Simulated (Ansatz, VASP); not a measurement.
# SiO2 (Cristobalite) in two plane-wave programs

One calculation is typed for both programs; each brings its own data sets. How far apart do they land? The cell is taken from a series of runs on this material, whose earlier steps may have relaxed, scaled, displaced or heated it; both programs get it as it stands.

Method: plane waves, with VASP 6.6.1 beside it; zone-centre phonons at LDA, in Ansatz 0.2.0.

## Step 1: The starting structure

The structure is tetragonal, space group P4_12_12 (No. 92). The conventional cell has a = 4.993 Å, b = 4.993 Å, c = 6.903 Å, α = 90.00°, β = 90.00°, γ = 90.00°. O has 2 Si at 1.61 Å nearest. Si has 4 O at 1.61 Å nearest. Farther neighbours and most contacts between anions are not listed.

## Step 2: Ansatz: zone-centre phonons, LDA

Ansatz runs on its PAW soft_1 files.

Second derivatives magnify differences that forces hide, and they need a tight electronic threshold.

input.yaml

```yaml
crystal:
  lattice:
    - [4.992807823, 0.0, 0.0]
    - [0.0, 4.992807823, 0.0]
    - [0.0, 0.0, 6.9028279578]
  atoms:
    - { symbol: O, position: [0.2388639398, 0.1049825834, 0.1799073349] }
    - { symbol: O, position: [0.3950174166, 0.7388639398, 0.4299073349] }
    - { symbol: O, position: [0.7611360602, 0.8950174166, 0.6799073349] }
    - { symbol: O, position: [0.6049825834, 0.2611360602, 0.9299073349] }
    - { symbol: O, position: [0.7388639398, 0.3950174166, 0.5700926651] }
    - { symbol: O, position: [0.8950174166, 0.7611360602, 0.3200926651] }
    - { symbol: O, position: [0.2611360602, 0.6049825834, 0.0700926651] }
    - { symbol: O, position: [0.1049825834, 0.2388639398, 0.8200926651] }
    - { symbol: Si, position: [0.3003289858, 0.3003289858, 0.0] }
    - { symbol: Si, position: [0.1996710142, 0.8003289858, 0.25] }
    - { symbol: Si, position: [0.6996710142, 0.6996710142, 0.5] }
    - { symbol: Si, position: [0.8003289858, 0.1996710142, 0.75] }
kpoints:
  mp_grid: { grid: [4, 4, 4] }
hamiltonian:
  xc: lda
  pseudopotentials: { kind: paw, azcp: { folder: soft_1 }, xc_functional: pbe }
scf:
  occupations: { method: fixed }
output:
  eigenvalues: true
phonons:
  method: dfpt
  dielectric: true
  rigid_motions: translations
```

On the command line:

```console
$ ansatz run input.yaml --threads 8 --pin off --max-ram 20480MiB --backend cpu --events-out ev --progress --plain --runs-dir out
```

Numbers of over 12 decimals in the logs are rounded to 6 here.

Log:

```text
Engine: ansatz 0.2.0, aarch64-unknown-linux-gnu
Pseudopotentials: kind: paw
Pseudopotential: O, paw, valence charge 6, recommended cutoff 420 eV (normal), soft_1/O.paw.azcp
Pseudopotential: Si, paw, valence charge 4, recommended cutoff 420 eV (normal), soft_1/Si.paw.azcp
Functional definition: SPW92
  exchange = slater_x
  correlation = pw_c
Crystal: 12 atoms, lattice volume = 172.075 Å³
Basis set: ecut = 420 eV, 3379 PW (Γ), exchange–correlation on 72×72×96 points (8 copies of the dense FFT grid, shifted against one another)
Bands: 44, of which v1, the nominal top of the filled ones, is band 32 counted from 1 (31 counted from 0)
Symmetry: 8 space group operations
k-points: 36 of 64 (irreducible under 1 space group operation, time reversal used)
Non-local potential: O, projectors of the file, l = 0: 2, l = 1: 2, l = 2: 1
Non-local potential: Si, projectors of the file, l = 0: 2, l = 1: 2, l = 2: 1
PAW form: soft (Blöchl's): semilocal exchange-correlation on the pseudo side does not see the compensation charge
PAW frozen core: O, regenerated for the run's functional, and the local potential with it (the file was generated under x = pbe(κ = 0.804, μ = 0.219515), c = pbe(β = 0.066725))
PAW frozen core: Si, regenerated for the run's functional, and the local potential with it (the file was generated under x = pbe(κ = 0.804, μ = 0.219515), c = pbe(β = 0.066725))
PAW one-centre angular grid: O, 110 points (default); XC on 64 Gauss nodes
PAW one-centre angular grid: Si, 110 points (default); XC on 64 Gauss nodes
Initial density: superposition of atomic densities (chi_scale 0.1, normalization cell, long waves kept (reshape's long-wave potential 0.00 eV rms))
Initial wavefunctions: pseudopotential atomic-orbital guess
Functional: x = slater, c = lda
SCF iter   1: F=—  HF=-6897.420099 eV  |F-HF|=—  |Δ(HF+E_count)|=         —  Δρ=1.20e-1  dr2=2.20e1  ethr=3.10e-3  ⟨swp⟩=4.8  Hψ=6361  notcnv=0  defer=337
preconditioner: auto → Resta (q_TF=auto, 2.314 Å⁻¹)  ε∞=2.6  [insulator: Δε(μ)=7.193 eV  Ē_g=17.887 eV  n_scr=36 (ndim 8)  ℏωp=22.6 eV  f_vac=0.111  ε∞_Penn≈2.6]
SCF iter   2: F=—  HF=-6891.141159 eV  |F-HF|=—  |Δ(HF+E_count)|=    6.28e0  Δρ=4.12e-2  dr2=1.19e0  ethr=3.10e-3  ⟨swp⟩=4.2  Hψ=4289  notcnv=0  defer=333
SCF iter   3: F=—  HF=-6890.866935 eV  |F-HF|=—  |Δ(HF+E_count)|=   2.74e-1  Δρ=1.91e-2  dr2=3.71e-1  ethr=1.86e-3  ⟨swp⟩=2.0  Hψ=1478  notcnv=0  defer=351
SCF iter   4: F=—  HF=-6890.782146 eV  |F-HF|=—  |Δ(HF+E_count)|=   8.48e-2  Δρ=1.47e-3  dr2=3.07e-3  ethr=5.79e-4  ⟨swp⟩=3.1  Hψ=2624  notcnv=0  defer=358
SCF iter   5: F=—  HF=-6890.784325 eV  |F-HF|=—  |Δ(HF+E_count)|=   2.18e-3  Δρ=2.74e-4  dr2=1.41e-4  ethr=4.79e-6  ⟨swp⟩=2.8  Hψ=2682  notcnv=0  defer=357
SCF iter   6: F=—  HF=-6890.784366 eV  |F-HF|=—  |Δ(HF+E_count)|=   4.11e-5  Δρ=6.03e-5  dr2=6.99e-6  ethr=2.21e-7  ⟨swp⟩=3.0  Hψ=2684  notcnv=0  defer=357
SCF iter   7: F=—  HF=-6890.784372 eV  |F-HF|=—  |Δ(HF+E_count)|=   5.94e-6  Δρ=8.81e-6  dr2=1.42e-7  ethr=1.09e-8  ⟨swp⟩=2.7  Hψ=2588  notcnv=0  defer=351
SCF iter   8: F=—  HF=-6890.784371 eV  |F-HF|=—  |Δ(HF+E_count)|=   3.09e-7  Δρ=2.07e-6  dr2=5.06e-9  ethr=2.22e-10  ⟨swp⟩=2.3  Hψ=2297  notcnv=0  defer=240
SCF iter   9: F=-6890.784371 eV  HF=-6890.784371 eV  |F-HF|=1.00e-10  |Δ(HF+E_count)|=   4.40e-9  Δρ=2.53e-7  dr2=7.21e-11  ethr=1.00e-12  ⟨swp⟩=17.1  Hψ=13815  notcnv=0
SCF 1 converged in 9 iterations: F = -6890.784371 eV  dr2 = 7.21e-11
  greatest PAW one-centre occupation: 0.855 electrons in one spin orbital (limit 2), on the O atom at site 7 (counted from 0), in its partial waves of l = 0
DFPT response loops at Γ: preconditioner auto → none (the input reference at scf.mixing.eps_inf says where Resta's filter doesn't serve); β = 0.50; Broyden in place of MSR1
── the response to a field inside a basis, on 4×4×4 k-points: an SCF that follows is theirs, and a resumed run solves both again ──
Bands: 33, of which v1, the nominal top of the filled ones, is band 32 counted from 1 (31 counted from 0)
k-points: 6 of 64 (time reversal used)
Initial density: handed on by an earlier stage of this run
Initial wavefunctions: pseudopotential atomic-orbital guess (no wavefunctions were taken with the density)
Eigensolver: Dense (6 Hₖ)
SCF iter   1: F=—  HF=-6890.611165 eV  |F-HF|=—  |Δ(HF+E_count)|=         —  Δρ=4.22e-4  dr2=8.80e-5  ethr=1.00e-1
preconditioner: auto → Resta (q_TF=auto, 2.314 Å⁻¹)  ε∞=3.6  [insulator: Δε(μ)=6.011 eV  Ē_g=14.025 eV  n_scr=36 (ndim 8)  ℏωp=22.6 eV  f_vac=0.217  ε∞_Penn≈3.6]
SCF iter   2: F=—  HF=-6890.611170 eV  |F-HF|=—  |Δ(HF+E_count)|=   5.41e-6  Δρ=1.96e-4  dr2=2.34e-5  ethr=1.38e-7
SCF iter   3: F=—  HF=-6890.611175 eV  |F-HF|=—  |Δ(HF+E_count)|=   4.67e-6  Δρ=6.54e-5  dr2=2.76e-6  ethr=3.66e-8
SCF iter   4: F=—  HF=-6890.611175 eV  |F-HF|=—  |Δ(HF+E_count)|=   1.15e-7  Δρ=6.58e-6  dr2=1.10e-7  ethr=4.31e-9
[...]
k-point 2: bands = [... 28 lower, 0.4915, 0.4915, 0.6278, 0.6278, 7.7891, 7.7891, 10.2598, 10.2598, ... 8 higher]
  k-point 35: bands = [... 28 lower, 0.4067, 0.4067, 0.4067, 0.4067, 10.0309, 10.0309, 10.0309, 10.0309, ... 8 higher]
--- Phonons (Γ-DFPT): 5 representative perturbations + reference, on 36 of 64 k-points (Σ response iterations 19) ---
  k mesh reduced under 1 symmetry operation, with k and −k counted as one. Each operation leaves every solved perturbation unchanged. A smaller set is not considered because the run solves the response to a homogeneous field
  ASR residual: 8.953e-5 → 0.000e0 eV/Å²; symmetrization residual: 2.215e-6 eV/Å²
  ASR residual per site (eV/Å²): 8.95e-5 8.95e-5 8.95e-5 8.95e-5 8.95e-5 8.95e-5 8.95e-5 8.95e-5 1.69e-5 1.69e-5 1.69e-5 1.69e-5
  Γ frequencies (cm⁻¹): 0.00 0.00 0.00 42.34 110.57 140.75 140.75 220.29 260.60 260.60 270.87 282.39 350.34 361.94 366.20 366.20 402.47 422.46 449.21 449.21 471.40 604.21 604.21 776.17 780.87 780.99 787.25 787.25 1082.72 1085.14 1085.14 1085.88 1086.49 1128.32 1195.40 1195.40
  ε∞ (high-frequency dielectric tensor):
        2.294189     0.000000     0.000000
        0.000000     2.294189     0.000000
        0.000000     0.000000     2.276785
  ε⁰ (static dielectric tensor: ions relaxed, cell fixed):
        4.158754    -0.000000     0.000000
       -0.000000     4.158754    -0.000000
        0.000000    -0.000000     3.926546
  ε⁰ − ε∞ (ionic part):
        1.864564    -0.000000     0.000000
       -0.000000     1.864564    -0.000000
        0.000000    -0.000000     1.649761
  softest optical mode at Γ: 42.34 cm⁻¹; the repairs (sum rule, projections) moved no ω² at Γ by more than (1.80 cm⁻¹)²
  Born effective charges Z* (e; rows j = field, columns β = displacement):
    site 0:
        -1.03950   -0.16131    0.06997
        -0.22222   -2.32191    0.81930
         0.21053    0.82277   -1.64839
    site 1:
        -2.32191    0.22222   -0.81930
         0.16131   -1.03950    0.06997
        -0.82277    0.21053   -1.64839
    site 2:
        -1.03950   -0.16131   -0.06997
        -0.22222   -2.32191   -0.81930
        -0.21053   -0.82277   -1.64839
    site 3:
        -2.32191    0.22222    0.81930
         0.16131   -1.03950   -0.06997
         0.82277   -0.21053   -1.64839
    site 4:
        -1.03950    0.16131   -0.06997
         0.22222   -2.32191    0.81930
        -0.21053    0.82277   -1.64839
    site 5:
[...]
site 6:
[...]
site 7:
[...]
site 8:
[...]
site 9:
[...]
site 10:
[...]
site 11:
[...]
Z* charge neutrality: 4.296e-3 e pre-enforcement
  solved inside a basis spanned on kpoints, on 4×4×4 k-points, its susceptibility summed on 8×8×6: ε∞ is read to err by 8.2e-3, Z* by 1.2e-2 e (field_mesh: kpoints solves on kpoints); Z* is corrected for what the basis lacks
  optical modes at Γ without the LO–TO term, one row a degenerate level:
      ω (cm⁻¹)  modes    IR ((D/Å)²/amu)
[...]
optical modes at Γ + LO–TO along q̂ = [1.0000, 0.0000, 0.0000]:
      ω (cm⁻¹)  modes    IR ((D/Å)²/amu)
[...]
optical modes at Γ + LO–TO along q̂ = [0.0000, 1.0000, 0.0000]:
      ω (cm⁻¹)  modes    IR ((D/Å)²/amu)
[...]
optical modes at Γ + LO–TO along q̂ = [0.0000, 0.0000, 1.0000]:
      ω (cm⁻¹)  modes    IR ((D/Å)²/amu)
[...]
787.25      2             0.0444
        800.11      1             3.8625
       1082.72      1             0.0000
       1085.14      2           118.2713
       1085.88      1             0.0000
       1128.32      1             0.0000
       1195.40      2             2.4396
       1231.11      1            66.1622
```

The column dr2 measures how far the density is from self-consistency, as an energy; F and HF (Harris–Foulkes) agree once it is small.

(Continued in part 2 of 3.)

[Lines on the potential files, build, host, timing and source positions are cut from VASP's logs without a mark.]

[Logs are printed without paths, hosts, clocks, repeated set-up lines and the standing remarks that a program may print on its own settings, such as how far it seeks lower states.]

[Hosts, paths, dates, database ids (printed as entryN), source tags and the programs' standing remarks are cut or masked in the printed files.]
